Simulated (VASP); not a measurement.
Given:

```yaml
crystal:
  lattice:
    - [1.33000, -2.30363, 0.00000]
    - [1.33000, 2.30363, 0.00000]
    - [0.00000, 0.00000, 4.95000]
  atoms:
    - { symbol: Zn, position: [0.33333, 0.66667, 0.25000] }
    - { symbol: Zn, position: [0.66667, 0.33333, 0.75000] }
```

Computed with PBE GGA, VASP's PBE PAW potentials (set 64) (plane waves; VASP 6.6.1). Numerical set-up: 400 eV cut-off, KSPACING 0.5 per Å, first-order Methfessel-Paxton smearing of 0.10 eV, potentials Zn.

**Question.** Give the stress tensor in GPa (positive for a compressed cell).

**Answer.** 
```
-2.86   0.00   0.00
 0.00  -2.86   0.00
 0.00   0.00   4.92
```
The pressure is its mean diagonal, -0.27 GPa.

The compound is Zn in the hcp structure. The cell was not relaxed at this level. The run is one of a series of settings (KGAMMA = .TRUE., KSPACING = 0.5, KPOINTS file removed against the base run), some of them coarse on purpose.
